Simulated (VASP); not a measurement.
Calculation: vdW-DF-cx, VASP's PBE PAW potentials (set 64) (plane waves; VASP).

VASP ran on this input.

INCAR:
```
SYSTEM  =  Sc
PREC  =  Accurate; ENCUT  =  520; LREAL  =  .FALSE.
LASPH  =  .TRUE.
EDIFF  =  1E-7; NELM  =  100; ALGO  =  Normal
LMAXMIX  =  4
ISMEAR  =  1; SIGMA  =  0.1
GGA  =  CX; LUSE_VDW  =  .TRUE.; AGGAC  =  0.0
IBRION  =  2; NSW  =  30; ISIF  =  4
EDIFFG  =  -0.01
LWAVE  =  .FALSE.; LCHARG  =  .FALSE.
```

**POSCAR**
```
Sc
1.0
  1.6403536951  -2.8411758581   0.0000000000
  1.6403536951   2.8411758581   0.0000000000
  0.0000000000   0.0000000000   5.0879145788
Sc
2
Cart
  1.6403536951   0.9470605135   1.2719786447
  1.6403536951  -0.9470605135   3.8159359341
```

File KPOINTS:
```
Automatic mesh
0
Gamma
13 13 7
0 0 0
```

POTCAR, in this order: Sc_sv (PBE.64 set). Program: vasp_std.

Q: What will the output report for the number of irreducible k-points (NKPTS), largest plane-wave count, number of space-group operations, FFT grid (NGX, NGY, NGZ)?

A: 
```yaml
number of irreducible k-points (NKPTS): 84
largest_plane_wave_count: 1300
number_of_space_group_operations: 24
FFT grid (NGX, NGY, NGZ): 24 × 24 × 40
```

The compound is Sc in the hcp structure. This run relaxes it. Symmetry was kept, so distortions that lower it aren't found.
